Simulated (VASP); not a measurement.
# SrW2 (P-3m1) in VASP: single point with PBE

Aim: the single point of SrW2 with PBE.

Program: VASP 6.6.1. These are calculated values, not measurements. Logs are shortened: lines on timing, memory, paths and dates and some standing lists are left out, and cuts for length are marked.

## Step 1: The crystal as given

The structure is trigonal, space group P-3m1 (No. 164). The conventional cell has a = 3.269 Å, b = 3.269 Å, c = 7.451 Å, α = 90.00°, β = 90.00°, γ = 120.00°. Around Sr (site symmetry -3m) lie 6 Sr at 3.27 Å and 6 W at 3.45 Å. W (site symmetry 3m) has 3 W at 2.53 Å as nearest neighbours.

The cell was built by a generator and needn't be a form met in nature.

## Step 2: Single point, PBE

INCAR

```
PREC = Accurate
ENCUT = 520
EDIFF = 1E-7
ISMEAR = 0
SIGMA = 0.1
LREAL = F
LASPH = T
NELM = 100
ALGO = Fast
ISIF = 2
LWAVE = F
LCHARG = F
GGA = PE
NBANDS = 26
```

KPOINTS

```
Automatic mesh
0
Gamma
  18 18 6
```

POSCAR

```
SrW2
1.0
    3.2687821122      0.0000000000      0.0000000000
   -1.6343910561      2.8308483486      0.0000000000
    0.0000000000      0.0000000000      7.4513464923
Sr W
1 2
Direct
    0.0000000000      0.0000000000      0.5000000000
    0.3333333333      0.6666666667      0.8873383251
    0.6666666667      0.3333333333      0.1126616749
```

Potentials or basis: VASP PAW PBE potentials, release 64 (Sr_sv, W_sv).

Command:

```bash
> cat potpaw_PBE.64/Sr_sv/POTCAR potpaw_PBE.64/W_sv/POTCAR > POTCAR
> mpirun -np 1 vasp_std > vasp.out
```

OUTCAR:

```text
PREC = Accurate
   ENCUT = 520
   EDIFF = 1E-7
   ISMEAR = 0
   LREAL = F
   LASPH = T
   NELM = 100
   ISIF = 2
   GGA = PE

 ion  position               nearest neighbor table
   1  0.000  0.000  0.500-   2 3.45   3 3.45   2 3.45   3 3.45   3 3.45   2 3.45
   2  0.333  0.667  0.887-   3 2.53   3 2.53   3 2.53   1 3.45   1 3.45   1 3.45
   3  0.667  0.333  0.113-   2 2.53   2 2.53   2 2.53   1 3.45   1 3.45   1 3.45

  LATTYP: Found a hexagonal cell.
 ALAT       =     3.2687821122
 C/A-ratio  =     2.2795482343

  Lattice vectors:

 A1 = (   3.2687821122,   0.0000000000,   0.0000000000)
 A2 = (  -1.6343910561,   2.8308483486,   0.0000000000)
 A3 = (   0.0000000000,   0.0000000000,   7.4513464923)

Analysis of symmetry for initial positions (statically):
=====================================================================
 Subroutine PRICEL returns:
 Original cell was already a primitive cell.

 Routine SETGRP: Setting up the symmetry group for a
 hexagonal supercell.

 Subroutine GETGRP returns: Found 12 space group operations
 (whereof 12 operations were pure point group operations)
 out of a pool of 24 trial point group operations.

The static configuration has the point symmetry D_3d.

Analysis of symmetry for dynamics (positions and initial velocities):
=====================================================================
 Subroutine PRICEL returns:
 Original cell was already a primitive cell.

 Routine SETGRP: Setting up the symmetry group for a
 hexagonal supercell.

 Subroutine GETGRP returns: Found 12 space group operations
 (whereof 12 operations were pure point group operations)
 out of a pool of 24 trial point group operations.

The dynamic configuration has the point symmetry D_3d.

 Subroutine INISYM returns: Found 12 space group operations
 (whereof 12 operations are pure point group operations),
 and found     1 'primitive' translations

----------------------------------------------------------------------------------------

                                     Primitive cell

  volume of cell :      68.9505

  direct lattice vectors                    reciprocal lattice vectors
     3.268782112  0.000000000  0.000000000     0.305924337  0.176625498  0.000000000
    -1.634391056  2.830848349  0.000000000     0.000000000  0.353250996  0.000000000
     0.000000000  0.000000000  7.451346492     0.000000000  0.000000000  0.134203932

  length of vectors
     3.268782112  3.268782112  7.451346492     0.353250996  0.353250996  0.134203932

  position of ions in fractional coordinates (direct lattice)
     0.000000000  0.000000000  0.500000000
     0.333333333  0.666666667  0.887338325
     0.666666667  0.333333333  0.112661675

  ion indices of the primitive-cell ions
   primitive index   ion index
                 1           1
                 2           2
                 3           3

----------------------------------------------------------------------------------------

 KPOINTS: Automatic mesh

Automatic generation of k-mesh.
 Grid dimensions read from file:
 generate k-points for:   18   18    6

 Generating k-lattice:

  Cartesian coordinates                     Fractional coordinates (reciprocal lattice)
     0.016995796  0.009812528  0.000000000     0.055555556 -0.000000000  0.000000000
     0.000000000  0.019625055  0.000000000     0.000000000  0.055555556  0.000000000
     0.000000000  0.000000000  0.022367322     0.000000000  0.000000000  0.166666667

  Length of vectors
     0.019625055  0.019625055  0.022367322

  Shift w.r.t. Gamma in fractional coordinates (k-lattice)
     0.000000000  0.000000000  0.000000000

 Subroutine IBZKPT returns following result:
 ===========================================

 Found    202 irreducible k-points:

 Following reciprocal coordinates:
            Coordinates               Weight
  0.000000  0.000000  0.000000      1.000000
  0.055556  0.000000  0.000000      6.000000
  0.111111  0.000000  0.000000      6.000000
  0.166667 -0.000000  0.000000      6.000000
  0.222222  0.000000  0.000000      6.000000
  0.277778  0.000000  0.000000      6.000000
[... 16 lines left out ...]
  0.333333  0.111111  0.000000     12.000000
  0.388889  0.111111  0.000000     12.000000
 [... further k-points ...]
   k-points           NKPTS =    202   k-points in BZ     NKDIM =    202   number of bands    NBANDS=     26
   number of dos      NEDOS =    301   number of ions     NIONS =      3
   total plane-waves  NPLWV =  32256
   dimension x,y,z NGX =    24 NGY =   24 NGZ =   56
   dimension x,y,z NGXF=    48 NGYF=   48 NGZF=  112
   ions per type =               1   2
   NGX,Y,Z   is equivalent  to a cutoff of  12.21, 12.21, 12.49 a.u.
   NGXF,Y,Z  is equivalent  to a cutoff of  24.41, 24.41, 24.99 a.u.
 SYSTEM =  unknown system
   PREC   = accura    normal or accurate (medium, high low for compatibility)
   ISTART =      0    job   : 0-new  1-cont  2-samecut
   ICHARG =      2    charge: 1-file 2-atom 10-const
   ISPIN  =      1    spin polarized calculation?
   LNONCOLLINEAR =      F non collinear calculations
   LSORBIT =      F    spin-orbit coupling
   LASPH  =      T    aspherical Exc in radial PAW
   ENCUT  =  520.0 eV  38.22 Ry    6.18 a.u.   6.08  6.08 13.85*2*pi/ulx,y,z
   NELM   =    100;   NELMIN=  2; NELMDL= -5     # of ELM steps
   EDIFF  = 0.1E-06   stopping-criterion for ELM
   LREAL  =      F    real-space projection
   EDIFFG = 0.1E-05   stopping-criterion for IOM
   NSW    =      0    number of steps for IOM
   IBRION =     -1    ionic relax: 0-MD 1-quasi-New 2-CG
   NFREE  =      0    steps in history (QN), initial steepest desc. (CG)
   ISIF   =      2    stress and relaxation
   ISYM   =      2    0-nonsym 1-usesym 2-fastsym
   POTIM  = 0.5000    time-step for ionic-motion
   TEBEG  =    0.0;   TEEND  =   0.0 temperature during run
   PSTRESS=    0.0 pullay stress
   NELECT =      38.0000    total number of electrons
   NUPDOWN=      -1.0000    fix difference up-down
   EMIN   =  10.00;   EMAX   =-10.00  energy-range for DOS
   EFERMI =   0.00;   METHOD = LEGACY
   ISMEAR =     0;   SIGMA  =   0.10  broadening in eV -4-tet -1-fermi 0-gaus
   EFERMI_NEDOS =   21; number of points for ismear=-14 and -15
   IALGO  =     68    algorithm
   IMIX   =      4    mixing-type and parameters
     AMIX     =   0.40;   BMIX     =  1.00
     AMIX_MAG =   1.60;   BMIX_MAG =  1.00
  volume/ion in A,a.u.               =      22.98       155.10
  Fermi-wavevector in a.u.,A,eV,Ry     =   1.342220  2.536427 24.511624  1.801554
  Thomas-Fermi vector in A             =   2.470391
   LORBIT       =      0    0 simple, 1 ext, 2 COOP (PROOUT), +10 PAW based schemes
   GGA     = PE    functional components
   LHFCALC =     F    Hartree Fock is set to
   AEXX    =    0.0000 exact exchange contribution
   IVDW    =     0    specifies the selected vdW correction
   LEPSILON=     F    determine dielectric tensor
   LRPA    =     F    only Hartree local field effects (RPA)
 non-spin polarized calculation
 RMM-DIIS sequential band-by-band and
 Gauss-broadening in eV      SIGMA  =   0.10
  energy-cutoff  :      520.00
  volume of cell :       68.95
 maximum number of plane-waves:      1884
   NGX = 13   NGY = 13   NGZ = 27

 number of electron      38.0000007 magnetization

 Free energy of the ion-electron system (eV)
  ---------------------------------------------------
  ext. energy  EPLUGINS =         0.00000000
  ---------------------------------------------------
  free energy    TOTEN  =       -24.31365002 eV

  energy without entropy =      -24.30189147  energy(sigma->0) =      -24.30777074

 E-fermi :   6.4020     XC(G=0): -11.1009

 val. band max:        6.3933142706   @ k =  -0.1667  -0.4444   0.3333
 cond. band min:       6.4413140778   @ k =  -0.1667  -0.4444   0.1667
 fundamental gap:      0.0479998072
 Fermi energy:         6.4019959627

 k-point     1 :       0.0000    0.0000    0.0000
  band No.  band energies     occupation
      1     -67.4438      2.00000
      2     -67.2134      2.00000
      3     -32.0458      2.00000
      4     -31.7017      2.00000
      5     -31.7017      2.00000
      6     -31.1918      2.00000
[... 18 lines left out ...]
     25      10.3780      0.00000
     26      10.3790      0.00000

 k-point     2 :       0.0556    0.0000    0.0000
  band No.  band energies     occupation
      1     -67.4419      2.00000
      2     -67.2147      2.00000
      3     -32.0469      2.00000
      4     -31.7176      2.00000
      5     -31.7069      2.00000
      6     -31.1923      2.00000
[... 18 lines left out ...]
     25      10.2389      0.00000
     26      10.4197      0.00000

 k-point     3 :       0.1111    0.0000    0.0000
  band No.  band energies     occupation
      1     -67.4364      2.00000
      2     -67.2184      2.00000
      3     -32.0504      2.00000
      4     -31.7610      2.00000
      5     -31.7216      2.00000
      6     -31.1935      2.00000
[... 18 lines left out ...]
     25       9.9349      0.00000
     26      10.5012      0.00000

 k-point     4 :       0.1667   -0.0000    0.0000
  band No.  band energies     occupation
      1     -67.4276      2.00000
      2     -67.2244      2.00000
      3     -32.0572      2.00000
      4     -31.8220      2.00000
      5     -31.7435      2.00000
      6     -31.1939      2.00000
[... 18 lines left out ...]
     25       9.6664      0.00000
     26      10.4762      0.00000
[... 496 lines left out ...]
      1     -67.3829      2.00000
      2     -67.2578      2.00000
      3     -32.1008      2.00000
      4     -32.0128      2.00000
      5     -31.8478      2.00000
      6     -31.1694      2.00000
[... 18 lines left out ...]
     25       9.9737      0.00000
     26      10.1487      0.00000

 k-point    23 :       0.3333    0.1111    0.0000
  band No.  band energies     occupation
      1     -67.3684      2.00000
      2     -67.2697      2.00000
      3     -32.1173      2.00000
      4     -32.0492      2.00000
      5     -31.8685      2.00000
      6     -31.1649      2.00000
[... 18 lines left out ...]
     25      10.0226      0.00000
     26      10.4846      0.00000

 k-point    24 :       0.3889    0.1111    0.0000
  band No.  band energies     occupation
      1     -67.3565      2.00000
      2     -67.2798      2.00000
      3     -32.1312      2.00000
      4     -32.0696      2.00000
      5     -31.8817      2.00000
      6     -31.1619      2.00000
[... 18 lines left out ...]
     25      10.1376      0.00000
     26      10.5556      0.00000

 [... further k-points ...]

------------------------ aborting loop because EDIFF is reached ----------------------------------------

  FORCE on cell =-STRESS in cart. coord.  units (eV):
  Direction    XX          YY          ZZ          XY          YZ          ZX
  --------------------------------------------------------------------------------------
  -------------------------------------------------------------------------------------
  Total        0.1670569      0.1670569      0.2116849      0.0000000      0.0000000     -0.0000000
  in kB        3.8818393      3.8818393      4.9188440      0.0000000      0.0000000     -0.0000000
  external PRESSURE =       4.2275076 kB  Pullay stress =       0.0000000 kB

 VOLUME and BASIS-vectors are now :
 -----------------------------------------------------------------------------
  energy-cutoff  :      520.00
  volume of cell :       68.95
      direct lattice vectors                 reciprocal lattice vectors
     3.268782112  0.000000000  0.000000000     0.305924337  0.176625498  0.000000000
    -1.634391056  2.830848349  0.000000000     0.000000000  0.353250996  0.000000000
     0.000000000  0.000000000  7.451346492     0.000000000  0.000000000  0.134203932

 POSITION                                       TOTAL-FORCE (eV/Angst)
 -----------------------------------------------------------------------------------
      0.00000      0.00000      3.72567         0.000000      0.000000      0.000000
     -0.00000      1.88723      6.61187         0.000000      0.000000     -0.068357
      1.63439      0.94362      0.83948        -0.000000     -0.000000      0.068357
 -----------------------------------------------------------------------------------
    total drift:                                0.000000     -0.000000     -0.000000

  FREE ENERGIE OF THE ION-ELECTRON SYSTEM (eV)
  ---------------------------------------------------
  free  energy   TOTEN  =       -24.3136500154 eV

  energy  without entropy=      -24.3018914741  energy(sigma->0) =      -24.30777074
```

Run time: 7.3 min. Hardware: 1 thread of Intel Xeon Platinum 8488C (Sapphire Rapids), shared host; peak memory 0.43 GiB.

What came out:

* Free energy: -24.3137 eV
* Pressure: 0.4 GPa
* Largest force: 0.068 eV/Å
* Band gap on the k mesh: none (metal or under the smearing width)

Forces in eV/Å, atoms in the order of the input:
```
Sr   0.000  0.000  0.000
W    0.000  0.000 -0.068
W    0.000  0.000  0.068
```

Stress tensor (GPa, compression positive):
```
0.39 0.00 0.00
0.00 0.39 0.00
0.00 0.00 0.49
```

The run has no spin-orbit coupling, so splittings on W are missing.
